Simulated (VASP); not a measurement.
Here is the system:

```
Al3InN4
1.0
   -0.00904     4.53214     4.53433
    4.53214    -0.00904     4.53433
    2.26155     2.26155     0.00000
In N Al
1 4 3
Cartesian
  4.52311   4.52311   9.05839
  1.13078   1.13078   1.32081
  3.31193   1.21118   3.31341
  1.21118   3.31193   3.31341
  3.39233   3.39233   5.67080
  4.52189   2.26277   2.27048
  2.26277   4.52189   2.27048
  2.26155   2.26155   4.52249
```

Computed with PBEsol GGA, VASP's PBE PAW potentials (set 64) (plane waves; VASP). Settings: 520 eV cut-off, Gaussian smearing of 0.050 eV, potentials In_d N Al.

Unless said otherwise, spin-orbit coupling is left out, though it shifts the bands of the heavy elements here.

Q: Give the energies of bands 12 to 25 at the high-symmetry points, in eV from the valence-band maximum.

A: 
```csv
band,Γ,Y,C0,Z,A0,T,S,R
12,-5.41,-3.90,-4.06,-4.82,-5.20,-5.44,-4.12,-5.25
13,-2.56,-3.22,-4.02,-4.38,-5.13,-5.31,-3.48,-5.20
14,-2.54,-3.18,-3.28,-3.96,-2.67,-2.63,-3.02,-3.08
15,-1.41,-2.76,-2.23,-3.55,-2.66,-2.53,-2.85,-3.05
16,-1.30,-1.90,-1.85,-3.36,-2.51,-2.39,-2.00,-2.95
17,-1.18,-1.83,-1.75,-3.35,-2.39,-2.35,-1.91,-2.78
18,-1.10,-1.51,-1.72,-3.02,-1.96,-1.43,-1.13,-1.97
19,-0.58,-1.43,-1.37,-3.02,-1.41,-1.16,-1.12,-1.96
20,-0.37,-1.20,-1.26,-1.40,-1.27,-0.77,-0.55,-1.80
21,0.00,-0.51,-0.38,-0.90,-0.94,-0.77,-0.20,-1.30
22,1.90,4.02,4.18,5.04,2.99,2.54,3.83,4.39
23,2.96,4.55,4.93,5.28,3.26,2.75,4.46,4.47
24,5.25,6.22,5.45,6.16,5.46,4.89,5.02,5.17
25,5.34,6.55,5.83,6.48,5.81,5.30,5.32,5.28
```

The gap is direct, 1.90 eV, from the valence maximum at Γ to the conduction minimum at Γ.

The structure was generated: Al3InN4 was put into an ordered model structure (Amm2), which need not be its known phase. It was relaxed first.
